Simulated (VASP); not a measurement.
Output of a VASP run:

**OSZICAR**
```
       N       E                     dE             d eps       ncg     rms          rms(c)
DAV:   1     0.706295308959E+02    0.70630E+02   -0.65202E+03  1682   0.118E+03
DAV:   2    -0.916671414838E+01   -0.79796E+02   -0.77991E+02  1720   0.329E+02
DAV:   3    -0.104326126550E+02   -0.12659E+01   -0.12492E+01  1776   0.476E+01
DAV:   4    -0.104414599042E+02   -0.88472E-02   -0.88446E-02  1708   0.390E+00
DAV:   5    -0.104415290717E+02   -0.69168E-04   -0.69167E-04  1768   0.374E-01    0.175E+01
DAV:   6    -0.900912472470E+01    0.14324E+01   -0.60198E+00  1686   0.361E+01    0.144E+00
DAV:   7    -0.899084247264E+01    0.18282E-01   -0.19181E-02  1690   0.217E+00    0.890E-01
DAV:   8    -0.898191064232E+01    0.89318E-02   -0.65854E-03  1702   0.134E+00    0.553E-02
DAV:   9    -0.898195105958E+01   -0.40417E-04   -0.71034E-05  1692   0.133E-01    0.297E-02
DAV:  10    -0.898195266282E+01   -0.16032E-05   -0.62084E-06  1692   0.320E-02    0.165E-03
DAV:  11    -0.898195331701E+01   -0.65418E-06   -0.21666E-07   840   0.720E-03
   1 F= -.89819533E+01 E0= -.89819094E+01  d E =-.131742E-03
```

File OUTCAR:
```
------------------------ aborting loop because EDIFF is reached ----------------------------------------
  FORCE on cell =-STRESS in cart. coord.  units (eV):
  Direction    XX          YY          ZZ          XY          YZ          ZX
  --------------------------------------------------------------------------------------
  Total       -0.5960605     -0.5960605     -0.5960605      0.0000000      0.0000000     -0.0000000
  in kB      -68.6598832    -68.6598832    -68.6598832      0.0000000      0.0000000     -0.0000000
  external PRESSURE =     -68.6598832 kB  Pullay stress =       0.0000000 kB
  volume of cell :       13.91
      direct lattice vectors                 reciprocal lattice vectors
    -1.515000000  1.515000000  1.515000000     0.000000000  0.330033003  0.330033003
     1.515000000 -1.515000000  1.515000000     0.330033003  0.000000000  0.330033003
     1.515000000  1.515000000 -1.515000000     0.330033003  0.330033003  0.000000000
 POSITION                                       TOTAL-FORCE (eV/Angst)
 -----------------------------------------------------------------------------------
      0.00000      0.00000      0.00000        -0.000000      0.000000      0.000000
 -----------------------------------------------------------------------------------
    total drift:                                0.000000      0.000000      0.000000
  FREE ENERGIE OF THE ION-ELECTRON SYSTEM (eV)
  ---------------------------------------------------
  free  energy   TOTEN  =        -8.9819533170 eV

  energy  without entropy=       -8.9818215754  energy(sigma->0) =       -8.98190940
```
(Selected blocks of OUTCAR.)

POSCAR:
```
V
1
   -1.5150000000     1.5150000000     1.5150000000
    1.5150000000    -1.5150000000     1.5150000000
    1.5150000000     1.5150000000    -1.5150000000
V
1
Direct
  0.0000000000   0.0000000000   0.0000000000
```

Problem. Write an INCAR and KPOINTS that could have produced this output.

Solution. This is not unique; one that fits is the input of the run itself, PBE GGA, plane waves, VASP's PBE PAW potentials (set 64).

KPOINTS:
```
K-points
0
gamma
 13 13 13
```

INCAR:
```
# general
SYSTEM  = V
PREC    = Accurate
ENCUT   = 400   # plane-wave cut-off (eV)
LREAL   = .FALSE.   # projection in real space or not
LASPH   = .TRUE.   # aspherical one-centre terms

# electronic loop
EDIFF   = 1E-6   # SCF stop (eV)
NELM    = 100
ALGO    = Normal   # blocked Davidson
LMAXMIX = 4   # l cut-off of mixed one-centre charges

# smearing
ISMEAR  = 1
SIGMA   = 0.1   # width (eV)

# functional
GGA     = PE   # PBE

# ions
ISIF    = 2   # forces and stress, cell fixed

# output
LWAVE   = .FALSE.
LCHARG  = .FALSE.
```

POTCAR, in this order: V_sv (PBE.64 set). Program: vasp_std.

The compound is V in the bcc structure. The cell was not relaxed at this level. The run is not spin-polarised, so no magnetic state was tried.
